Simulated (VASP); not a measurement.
**W from a squeezed to a stretched cell**

Aim: follow W from a squeezed to a stretched cell. The starting structure is a measured crystal structure from the Crystallography Open Database. All runs use LDA. The equilibrium cell comes from relaxations that aren't shown. At each volume, shape and positions are relaxed as far as symmetry leaves them free.

Method: Kohn-Sham DFT with plane waves and PAW; LDA, in VASP 6.6.1.

## Step 1: Set-up

Symmetry: Im-3m, No. 229, cubic system. The conventional cell has a = 3.165 Å, b = 3.165 Å, c = 3.165 Å, α = 90.00°, β = 90.00°, γ = 90.00°. W has 8 W at 2.74 Å nearest.

Coordinates:

```xyz
1
Lattice="-1.5824 1.5824 1.5824 1.5824 -1.5824 1.5824 1.5824 1.5824 -1.5824" Properties=species:S:1:pos:R:3 pbc="T T T"
W     0.0000    0.0000    0.0000
```

## Step 2: Relaxation at the equilibrium volume

Contents of INCAR:

```
SYSTEM = W
PREC = Accurate
ENCUT = 500
EDIFF = 1E-07
NELM = 100
ISMEAR = 1
SIGMA = 0.15
LREAL = .FALSE.
ALGO = Normal
GGA = CA
NBANDS = 9
LASPH = .TRUE.
LORBIT = 11
LWAVE = .FALSE.
LCHARG = .FALSE.
KPAR = 4
IBRION = 2
NSW = 50
ISIF = 4
EDIFFG = -0.003
```

Contents of POSCAR:

```
W
1.0
   -1.5644632777      1.5644632777      1.5644632777
    1.5644632777     -1.5644632777      1.5644632777
    1.5644632777      1.5644632777     -1.5644632777
W
1
Direct
    0.0000000000      0.0000000000      0.0000000000
```

Contents of KPOINTS:

```
Automatic mesh
0
Gamma
20 20 20
0 0 0
```

The projector-augmented-wave data sets are W (LDA family, release 64).

Run with:

```bash
$ mpirun -np 4 vasp_std
```

Output:

```text
[banner, memory and clock lines left out]
running    4 mpi-ranks, on    1 nodes
 distrk:  each k-point on    1 cores,    4 groups
 distr:  one band on    1 cores,    1 groups

 POSCAR found type information on POSCAR W
 POSCAR found :  1 types and       1 ions
 LDA part: xc-table for (Slater(with rela. corr.)+CA(PZ))
 , standard interpolation
 POSCAR, INCAR and KPOINTS ok, starting setup
 FFT: planning ... GRIDC
 FFT: planning ... GRID_SOFT
 FFT: planning ... GRID
 WAVECAR not read
 entering main loop
       N       E                     dE             d eps       ncg     rms          rms(c)
DAV:   1     0.554289565131E+01    0.55429E+01   -0.29137E+03  4608   0.555E+02
DAV:   2    -0.145626104723E+02   -0.20106E+02   -0.19485E+02  5551   0.124E+02
DAV:   3    -0.149090889272E+02   -0.34648E+00   -0.34334E+00  5280   0.135E+01
DAV:   4    -0.149099014059E+02   -0.81248E-03   -0.81244E-03  5336   0.679E-01
DAV:   5    -0.149099025264E+02   -0.11204E-05   -0.11208E-05  5244   0.225E-02    0.214E+01
DAV:   6    -0.144055266310E+02    0.50438E+00   -0.36077E-01  4919   0.384E+00    0.104E+01
DAV:   7    -0.142130221660E+02    0.19250E+00   -0.38951E-01  5099   0.384E+00    0.270E-01
DAV:   8    -0.142103106320E+02    0.27115E-02   -0.25936E-03  5016   0.384E-01    0.824E-02
DAV:   9    -0.142100956940E+02    0.21494E-03   -0.14943E-04  5507   0.621E-02    0.174E-02
DAV:  10    -0.142100987194E+02   -0.30254E-05   -0.68598E-06  5321   0.169E-02    0.166E-02
DAV:  11    -0.142100987122E+02    0.72355E-08   -0.27315E-07  5038   0.505E-03
   1 F= -.14210099E+02 E0= -.14210337E+02  d E =-.142101E+02
 curvature:   0.00 expect dE= 0.000E+00 dE for cont linesearch  0.000E+00
 trial: gam= 0.00000 g(F)=  0.165E-63 g(S)=  0.135E-34 ort = 0.000E+00 (trialstep = 0.100E+01)
 search vector abs. value=  0.100E-09
 reached required accuracy - stopping structural energy minimisation
```

The job ended after 5.6 s (4 MPI ranks of Intel Xeon Platinum 8375C at 2.90GHz (Ice Lake), shared host; peak memory 0.56 GiB).

The logs omit lines about the potential files and the build; timing stands in the text.

From OUTCAR (step 2):

```text
ion  position               nearest neighbor table
   1  0.000  0.000  0.000-

  LATTYP: Found a body centered cubic cell.
 ALAT       =     3.1289265554

 Subroutine GETGRP returns: Found 48 space group operations
 (whereof 48 operations were pure point group operations)

The static configuration has the point symmetry O_h .

 Found    256 irreducible k-points:

   k-points           NKPTS =    256   k-points in BZ     NKDIM =    256   number of bands    NBANDS=      9

   dimension x,y,z NGX =    20 NGY =   20 NGZ =   20
   dimension x,y,z NGXF=    40 NGYF=   40 NGZF=   40

   ENCUT  =  500.0 eV  36.75 Ry    6.06 a.u.   4.94  4.94  4.94*2*pi/ulx,y,z

   NELECT =       6.0000    total number of electrons

 k-points in reciprocal lattice and weights: Automatic mesh
   0.00000000  0.00000000  0.00000000       0.000
   0.05000000  0.00000000  0.00000000       0.002
   0.10000000  0.00000000  0.00000000       0.002
   0.15000000  0.00000000  0.00000000       0.002
   0.20000000  0.00000000  0.00000000       0.002
   0.25000000  0.00000000  0.00000000       0.002
   0.30000000  0.00000000  0.00000000       0.002
   0.35000000  0.00000000  0.00000000       0.002
   0.40000000  0.00000000  0.00000000       0.002
[...]
0.50000000  0.50000000  0.45000000       0.002
   0.50000000  0.50000000  0.50000000       0.000

 average (electrostatic) potential at core
       1 -37.7318

 E-fermi :   8.2748

 k-point     1 :       0.0000    0.0000    0.0000
  band No.  band energies     occupation
      1      -1.5249      2.00000
      2       6.8608      2.00000
      3       6.8608      2.00000
      4       6.8608      2.00000
      5      10.4491     -0.00000
      6      10.4491     -0.00000
      7      23.5864      0.00000
      8      23.5864      0.00000
      9      23.5864      0.00000

 k-point     2 :       0.0500    0.0000    0.0000
  band No.  band energies     occupation
      1      -1.4012      2.00000
      2       6.7839      2.00000
      3       6.8459      2.00000
      4       6.9845      2.00000
      5      10.3239     -0.00000
      6      10.4508     -0.00000
      7      23.6959      0.00000
      8      23.8016      0.00000
      9      23.9027      0.00000

 k-point     3 :       0.1000    0.0000    0.0000
  band No.  band energies     occupation
      1      -1.0408      2.00000
      2       6.5679      2.00000
      3       6.7821      2.00000
      4       7.3520      2.00000
      5      10.0373     -0.00000
      6      10.4605     -0.00000
      7      23.9817      0.00000
      8      24.4309      0.00000
      9      24.7370      0.00000

  Total        0.0002291      0.0002291      0.0002291      0.0000000     -0.0000000      0.0000000
  in kB        0.0239677      0.0239677      0.0239677      0.0000000     -0.0000000      0.0000000
  external PRESSURE =       0.0239677 kB  Pullay stress =       0.0000000 kB

  energy-cutoff  :      500.00
  volume of cell :       15.32
      direct lattice vectors                 reciprocal lattice vectors
    -1.564463278  1.564463278  1.564463278     0.000000000  0.319598425  0.319598425
     1.564463278 -1.564463278  1.564463278     0.319598425  0.000000000  0.319598425
     1.564463278  1.564463278 -1.564463278     0.319598425  0.319598425  0.000000000

 POSITION                                       TOTAL-FORCE (eV/Angst)
 -----------------------------------------------------------------------------------
      0.00000      0.00000      0.00000         0.000000      0.000000      0.000000
 -----------------------------------------------------------------------------------
    total drift:                                0.000000      0.000000      0.000000

  FREE ENERGIE OF THE ION-ELECTRON SYSTEM (eV)
  ---------------------------------------------------
  free  energy   TOTEN  =       -14.2100987122 eV

  energy  without entropy=      -14.2108134810  energy(sigma->0) =      -14.21033697

 reached required accuracy - stopping structural energy minimisation

 total charge
# of ion       s       p       d       tot
------------------------------------------
    1        0.693   0.743   4.244   5.680

[... 3 further parts left out ...]
```

CONTCAR:

```
W
   1.00000000000000
    -1.5644632777000000    1.5644632777000000    1.5644632777000000
     1.5644632777000000   -1.5644632777000000    1.5644632777000000
     1.5644632777000000    1.5644632777000000   -1.5644632777000000
  W
     1
Direct
     0.0000000000000000    0.0000000000000000    0.0000000000000000
```

The data set W keeps the semicore shell frozen, which is cheaper and a little less accurate. The run keeps the 48 symmetry operations of its start, so it cannot find a distortion of lower symmetry.

The equilibrium volume: 15.316 Å³ an atom and a pressure of 0.00 GPa.

## Step 3: Relaxation at 0.96 of the equilibrium volume

INCAR is that of step 2.

Contents of POSCAR:

```
W
1.0
   -1.5433192901      1.5433192901      1.5433192901
    1.5433192901     -1.5433192901      1.5433192901
    1.5433192901      1.5433192901     -1.5433192901
W
1
Direct
    0.0000000000      0.0000000000      0.0000000000
```

KPOINTS is that of step 2.

Run with:

```bash
$ mpirun -np 4 vasp_std
```

Output:

```text
[... set-up lines as in an earlier step ...]
 entering main loop
       N       E                     dE             d eps       ncg     rms          rms(c)
DAV:   1     0.540885994070E+01    0.54089E+01   -0.29663E+03  4640   0.557E+02
DAV:   2    -0.145237568089E+02   -0.19933E+02   -0.19214E+02  5518   0.125E+02
DAV:   3    -0.148478228409E+02   -0.32407E+00   -0.32249E+00  5334   0.131E+01
DAV:   4    -0.148484575815E+02   -0.63474E-03   -0.63471E-03  5337   0.621E-01
[...]
DAV:   9    -0.141815330476E+02    0.44445E-03   -0.26156E-04  5442   0.703E-02    0.412E-02
DAV:  10    -0.141815349494E+02   -0.19017E-05   -0.20581E-05  5383   0.314E-02    0.191E-02
DAV:  11    -0.141815350440E+02   -0.94606E-07   -0.48709E-07  5075   0.781E-03
   1 F= -.14181535E+02 E0= -.14181703E+02  d E =-.141815E+02
[...]
reached required accuracy - stopping structural energy minimisation
```

It took 8 s on 4 MPI ranks; peak memory 0.55 GiB; 21 s of CPU time.

Parts of OUTCAR (step 3):

```text
  Total        1.4067571      1.4067571      1.4067571      0.0000000      0.0000000      0.0000000
  in kB      153.2859458    153.2859458    153.2859458      0.0000000      0.0000000      0.0000000
  external PRESSURE =     153.2859458 kB  Pullay stress =       0.0000000 kB

 POSITION                                       TOTAL-FORCE (eV/Angst)
 -----------------------------------------------------------------------------------
      0.00000      0.00000      0.00000        -0.000000      0.000000     -0.000000
 -----------------------------------------------------------------------------------
    total drift:                                0.000000      0.000000      0.000000

  FREE ENERGIE OF THE ION-ELECTRON SYSTEM (eV)
  ---------------------------------------------------
  free  energy   TOTEN  =       -14.1815350440 eV

  energy  without entropy=      -14.1820385394  energy(sigma->0) =      -14.18170288

[... 2 parts as in an earlier step ...]

[... 2 further parts left out ...]
[key lines of the parts left out:]
E-fermi :   8.7934
```

0.96 of the equilibrium volume: 14.704 Å³ an atom and a pressure of 15.33 GPa.

## Step 4: Relaxation at 1.04 of the equilibrium volume

INCAR is that of step 3.

Contents of POSCAR:

```
W
1.0
   -1.5850506817      1.5850506817      1.5850506817
    1.5850506817     -1.5850506817      1.5850506817
    1.5850506817      1.5850506817     -1.5850506817
W
1
Direct
    0.0000000000      0.0000000000      0.0000000000
```

KPOINTS is that of step 3.

Run with:

```bash
$ mpirun -np 4 vasp_std
```

Output:

```text
[... set-up lines as in an earlier step ...]
 entering main loop
       N       E                     dE             d eps       ncg     rms          rms(c)
DAV:   1     0.474334326975E+01    0.47433E+01   -0.29063E+03  4608   0.551E+02
DAV:   2    -0.145563174729E+02   -0.19300E+02   -0.18559E+02  5448   0.120E+02
DAV:   3    -0.149206059033E+02   -0.36429E+00   -0.36211E+00  5312   0.138E+01
DAV:   4    -0.149215145756E+02   -0.90867E-03   -0.90861E-03  5416   0.690E-01
[...]
DAV:   9    -0.141856990977E+02    0.30735E-03   -0.18906E-04  5416   0.624E-02    0.154E-02
DAV:  10    -0.141857018105E+02   -0.27128E-05   -0.93742E-06  5350   0.216E-02    0.189E-02
DAV:  11    -0.141857018118E+02   -0.12701E-08   -0.34718E-07  5033   0.615E-03
   1 F= -.14185702E+02 E0= -.14185913E+02  d E =-.141857E+02
[...]
reached required accuracy - stopping structural energy minimisation
```

Run time: 7.8 s. Hardware: 4 MPI ranks; peak memory 0.56 GiB.

OUTCAR, selected parts (step 4):

```text
  Total       -1.2396218     -1.2396218     -1.2396218     -0.0000000     -0.0000000      0.0000000
  in kB     -124.6838897   -124.6838897   -124.6838897     -0.0000000     -0.0000000      0.0000000
  external PRESSURE =    -124.6838897 kB  Pullay stress =       0.0000000 kB

  FREE ENERGIE OF THE ION-ELECTRON SYSTEM (eV)
  ---------------------------------------------------
  free  energy   TOTEN  =       -14.1857018118 eV

  energy  without entropy=      -14.1863362608  energy(sigma->0) =      -14.18591329

[... 3 parts as in an earlier step ...]

[... 2 further parts left out ...]
[key lines of the parts left out:]
E-fermi :   7.8031
```

1.04 of the equilibrium volume: 15.929 Å³ an atom and a pressure of -12.47 GPa.

## Step 5: Relaxation at 0.92 of the equilibrium volume

INCAR is that of step 4.

Contents of POSCAR:

```
W
1.0
   -1.5215795029      1.5215795029      1.5215795029
    1.5215795029     -1.5215795029      1.5215795029
    1.5215795029      1.5215795029     -1.5215795029
W
1
Direct
    0.0000000000      0.0000000000      0.0000000000
```

KPOINTS is that of step 4.

Run with:

```bash
$ mpirun -np 4 vasp_std
```

Output:

```text
[... set-up lines as in an earlier step ...]
 entering main loop
       N       E                     dE             d eps       ncg     rms          rms(c)
DAV:   1     0.626433621106E+01    0.62643E+01   -0.29680E+03  4632   0.558E+02
DAV:   2    -0.144090904126E+02   -0.20673E+02   -0.20005E+02  5537   0.126E+02
DAV:   3    -0.147263903488E+02   -0.31730E+00   -0.31675E+00  5303   0.132E+01
DAV:   4    -0.147269817612E+02   -0.59141E-03   -0.59138E-03  5443   0.613E-01
[...]
DAV:  10    -0.140880794635E+02   -0.90019E-06   -0.36463E-05  5504   0.401E-02    0.140E-02
DAV:  11    -0.140880797116E+02   -0.24814E-06   -0.72923E-07  5054   0.933E-03    0.687E-03
DAV:  12    -0.140880796870E+02    0.24608E-07   -0.21002E-08  2749   0.101E-03
   1 F= -.14088080E+02 E0= -.14088047E+02  d E =-.140881E+02
[...]
reached required accuracy - stopping structural energy minimisation
```

Elapsed: 8.2 s, on 4 MPI ranks; peak memory 0.56 GiB; 22 s of CPU time.

OUTCAR, selected parts (step 5):

```text
  Total        2.9932008      2.9932008      2.9932008     -0.0000000      0.0000000     -0.0000000
  in kB      340.3317698    340.3317698    340.3317698     -0.0000000      0.0000000     -0.0000000
  external PRESSURE =     340.3317698 kB  Pullay stress =       0.0000000 kB

 POSITION                                       TOTAL-FORCE (eV/Angst)
 -----------------------------------------------------------------------------------
      0.00000      0.00000      0.00000         0.000000     -0.000000      0.000000
 -----------------------------------------------------------------------------------
    total drift:                                0.000000      0.000000      0.000000

  FREE ENERGIE OF THE ION-ELECTRON SYSTEM (eV)
  ---------------------------------------------------
  free  energy   TOTEN  =       -14.0880796870 eV

  energy  without entropy=      -14.0879826989  energy(sigma->0) =      -14.08804736

[... 2 parts as in an earlier step ...]

[... 2 further parts left out ...]
[key lines of the parts left out:]
E-fermi :   9.3591
```

0.92 of the equilibrium volume: 14.091 Å³ an atom and a pressure of 34.03 GPa.

## Step 6: Relaxation at 0.98 of the equilibrium volume

INCAR is that of step 5.

Contents of POSCAR:

```
W
1.0
   -1.5539632078      1.5539632078      1.5539632078
    1.5539632078     -1.5539632078      1.5539632078
    1.5539632078      1.5539632078     -1.5539632078
W
1
Direct
    0.0000000000      0.0000000000      0.0000000000
```

KPOINTS is that of step 5.

Run with:

```bash
$ mpirun -np 4 vasp_std
```

Output:

```text
[... set-up lines as in an earlier step ...]
 entering main loop
       N       E                     dE             d eps       ncg     rms          rms(c)
DAV:   1     0.545534362337E+01    0.54553E+01   -0.28980E+03  4616   0.554E+02
DAV:   2    -0.145298354861E+02   -0.19985E+02   -0.19091E+02  5530   0.123E+02
DAV:   3    -0.148852012224E+02   -0.35537E+00   -0.35379E+00  5341   0.135E+01
DAV:   4    -0.148859038470E+02   -0.70262E-03   -0.70256E-03  5415   0.641E-01
[...]
DAV:   9    -0.142031314951E+02    0.30278E-03   -0.18940E-04  5476   0.631E-02    0.187E-02
DAV:  10    -0.142031341823E+02   -0.26872E-05   -0.11233E-05  5354   0.230E-02    0.188E-02
DAV:  11    -0.142031342243E+02   -0.41983E-07   -0.31543E-07  5058   0.609E-03
   1 F= -.14203134E+02 E0= -.14203363E+02  d E =-.142031E+02
[...]
reached required accuracy - stopping structural energy minimisation
```

Elapsed: 8.4 s, on 4 MPI ranks; peak memory 0.56 GiB; 21 s of CPU time.

Parts of OUTCAR (step 6):

```text
  Total        0.6814015      0.6814015      0.6814015      0.0000000      0.0000000     -0.0000000
  in kB       72.7329954     72.7329954     72.7329954      0.0000000      0.0000000     -0.0000000
  external PRESSURE =      72.7329954 kB  Pullay stress =       0.0000000 kB

 POSITION                                       TOTAL-FORCE (eV/Angst)
 -----------------------------------------------------------------------------------
      0.00000      0.00000      0.00000         0.000000      0.000000     -0.000000
 -----------------------------------------------------------------------------------
    total drift:                                0.000000      0.000000     -0.000000

  FREE ENERGIE OF THE ION-ELECTRON SYSTEM (eV)
  ---------------------------------------------------
  free  energy   TOTEN  =       -14.2031342243 eV

  energy  without entropy=      -14.2038211216  energy(sigma->0) =      -14.20336319

[... 2 parts as in an earlier step ...]

[... 2 further parts left out ...]
[key lines of the parts left out:]
E-fermi :   8.5282
```

0.98 of the equilibrium volume: 15.010 Å³ an atom and a pressure of 7.27 GPa.

## Step 7: Relaxation at 1.02 of the equilibrium volume

INCAR is that of step 6.

Contents of POSCAR:

```
W
1.0
   -1.5748242636      1.5748242636      1.5748242636
    1.5748242636     -1.5748242636      1.5748242636
    1.5748242636      1.5748242636     -1.5748242636
W
1
Direct
    0.0000000000      0.0000000000      0.0000000000
```

KPOINTS is that of step 6.

Run with:

```bash
$ mpirun -np 4 vasp_std
```

Output:

```text
[... set-up lines as in an earlier step ...]
 entering main loop
       N       E                     dE             d eps       ncg     rms          rms(c)
DAV:   1     0.482291946338E+01    0.48229E+01   -0.29084E+03  4624   0.552E+02
DAV:   2    -0.145583546383E+02   -0.19381E+02   -0.18631E+02  5553   0.121E+02
DAV:   3    -0.149207111792E+02   -0.36236E+00   -0.36099E+00  5312   0.136E+01
DAV:   4    -0.149214714105E+02   -0.76023E-03   -0.76020E-03  5291   0.682E-01
[...]
DAV:   9    -0.142038518232E+02    0.22615E-03   -0.15187E-04  5483   0.614E-02    0.163E-02
DAV:  10    -0.142038548408E+02   -0.30175E-05   -0.68134E-06  5290   0.171E-02    0.170E-02
DAV:  11    -0.142038548177E+02    0.23085E-07   -0.29896E-07  5061   0.525E-03
   1 F= -.14203855E+02 E0= -.14204078E+02  d E =-.142039E+02
[...]
reached required accuracy - stopping structural energy minimisation
```

Run time: 8.2 s. Hardware: 4 MPI ranks; peak memory 0.57 GiB; 20 s of CPU time.

(Continued in part 2 of 2.)

[Lines on the potential files, build, host, timing and source positions are cut from VASP's logs without a mark.]

[Logs are printed without paths, hosts, clocks, repeated set-up lines and the standing remarks that a program may print on its own settings, such as how far it seeks lower states.]

[Hosts, paths, dates, database ids (printed as entryN), source tags and the programs' standing remarks are cut or masked in the printed files.]
